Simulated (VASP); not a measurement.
OSZICAR of a VASP run on Ba₂NF (space group R-3m):

File OSZICAR:
```
       N       E                     dE             d eps       ncg     rms          rms(c)
DAV:   1     0.204666032416E+03    0.20467E+03   -0.15269E+04  1280   0.145E+03
DAV:   2    -0.165669305549E+02   -0.22123E+03   -0.21142E+03  1916   0.282E+02
DAV:   3    -0.283322679583E+02   -0.11765E+02   -0.11679E+02  1640   0.700E+01
DAV:   4    -0.286878997871E+02   -0.35563E+00   -0.35527E+00  1936   0.101E+01
DAV:   5    -0.286935345547E+02   -0.56348E-02   -0.56339E-02  1568   0.116E+00    0.130E+01
DAV:   6    -0.237333846087E+02    0.49601E+01   -0.39575E+01  1348   0.312E+01    0.883E+00
DAV:   7    -0.232537382418E+02    0.47965E+00   -0.44835E+00  1484   0.109E+01    0.356E+00
DAV:   8    -0.231369300071E+02    0.11681E+00   -0.54427E-01  1444   0.429E+00    0.124E+00
DAV:   9    -0.231230872276E+02    0.13843E-01   -0.63343E-02  1784   0.140E+00    0.585E-01
DAV:  10    -0.231251300814E+02   -0.20429E-02   -0.15754E-02  1488   0.684E-01    0.309E-01
DAV:  11    -0.231239244092E+02    0.12057E-02   -0.33466E-03  1540   0.306E-01    0.107E-01
DAV:  12    -0.231237589524E+02    0.16546E-03   -0.18178E-03  1748   0.183E-01    0.162E-02
DAV:  13    -0.231237637589E+02   -0.48066E-05   -0.71055E-05  1648   0.542E-02    0.231E-02
DAV:  14    -0.231237642814E+02   -0.52248E-06   -0.30805E-06  1424   0.111E-02
   1 F= -.23123764E+02 E0= -.23123764E+02  d E =-.231238E+02
       N       E                     dE             d eps       ncg     rms          rms(c)
DAV:   1    -0.231255070017E+02   -0.17432E-02   -0.72571E-02  1320   0.202E+00    0.255E-01
DAV:   2    -0.231244295722E+02    0.10774E-02   -0.40847E-03  1508   0.423E-01    0.930E-02
DAV:   3    -0.231241885299E+02    0.24104E-03   -0.47555E-04  1628   0.160E-01    0.504E-02
DAV:   4    -0.231241231120E+02    0.65418E-04   -0.27749E-04  1908   0.103E-01    0.166E-02
DAV:   5    -0.231241223893E+02    0.72265E-06   -0.19189E-05  1720   0.243E-02    0.952E-03
DAV:   6    -0.231241231131E+02   -0.72379E-06   -0.36340E-06  1472   0.147E-02
   2 F= -.23124123E+02 E0= -.23124123E+02  d E =-.358832E-03
       N       E                     dE             d eps       ncg     rms          rms(c)
DAV:   1    -0.231249712427E+02   -0.84885E-03   -0.40510E-02  1304   0.151E+00    0.191E-01
DAV:   2    -0.231243695966E+02    0.60165E-03   -0.22081E-03  1496   0.314E-01    0.688E-02
DAV:   3    -0.231242350134E+02    0.13458E-03   -0.23940E-04  1668   0.116E-01    0.363E-02
DAV:   4    -0.231242011514E+02    0.33862E-04   -0.14723E-04  1960   0.756E-02    0.121E-02
DAV:   5    -0.231242007539E+02    0.39746E-06   -0.98610E-06  1656   0.169E-02
   3 F= -.23124201E+02 E0= -.23124201E+02  d E =-.436473E-03
       N       E                     dE             d eps       ncg     rms          rms(c)
DAV:   1    -0.231247316384E+02   -0.53049E-03   -0.41463E-02  1280   0.148E+00    0.137E-01
DAV:   2    -0.231244743275E+02    0.25731E-03   -0.10151E-03  1572   0.231E-01    0.651E-02
DAV:   3    -0.231243724931E+02    0.10183E-03   -0.18667E-04  1744   0.936E-02    0.257E-02
DAV:   4    -0.231243594334E+02    0.13060E-04   -0.63297E-05  1648   0.437E-02    0.938E-03
DAV:   5    -0.231243584896E+02    0.94382E-06   -0.54103E-06  1436   0.139E-02
   4 F= -.23124358E+02 E0= -.23124358E+02  d E =-.157736E-03
       N       E                     dE             d eps       ncg     rms          rms(c)
DAV:   1    -0.231249009330E+02   -0.54150E-03   -0.48912E-02  1280   0.161E+00    0.148E-01
DAV:   2    -0.231246025477E+02    0.29839E-03   -0.11896E-03  1552   0.250E-01    0.703E-02
DAV:   3    -0.231244839685E+02    0.11858E-03   -0.21912E-04  1740   0.101E-01    0.278E-02
DAV:   4    -0.231244687917E+02    0.15177E-04   -0.74331E-05  1656   0.472E-02    0.102E-02
DAV:   5    -0.231244677301E+02    0.10616E-05   -0.62765E-06  1464   0.150E-02    0.476E-03
DAV:   6    -0.231244678007E+02   -0.70589E-07   -0.10263E-06   876   0.606E-03
   5 F= -.23124468E+02 E0= -.23124468E+02  d E =-.267047E-03
```

### Question
Which electronic solver shows in the log?

### Answer
It is blocked Davidson (ALGO = Normal, or the opening steps of other solvers). The INCAR had ALGO = Normal.

### Question
Can the final energy be trusted as converged?

### Answer
The run converged. It stopped with EDIFF = 1E-6, NELM = 100, NSW = 60 and EDIFFG = -0.02 after 5 ionic steps (LDA (Ceperley-Alder, Perdew-Zunger), plane waves, VASP's LDA PAW potentials (set 64)).

The structure comes from a computed database's Ba2NF entry (R-3m); how it stands against other phases isn't given here. This run relaxes it. Symmetry was kept, so distortions that lower it aren't found. The start is the result of an earlier pass.
